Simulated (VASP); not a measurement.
Shape and ions are relaxed at each volume.

Energy against volume of MnF2 (rutile). Level of theory: revTPSS meta-GGA, VASP's PBE PAW potentials (set 64) (plane waves; VASP).

| V (Å³/atom) | E (eV/atom) |
|---|---|
| 12.257 | -6.97741 |
| 12.649 | -6.99305 |
| 13.040 | -7.00026 |
| 13.431 | -7.00047 |
| 13.822 | -6.99483 |

### Question
Fit a third-order Birch-Murnaghan equation of state.

### Answer

The volume per atom is 13.24 Å³/atom, the bulk modulus comes out as 88.1 GPa and the pressure derivative of the bulk modulus comes out as 5.20.

The compound is MnF2 in the rutile structure. It was relaxed first.
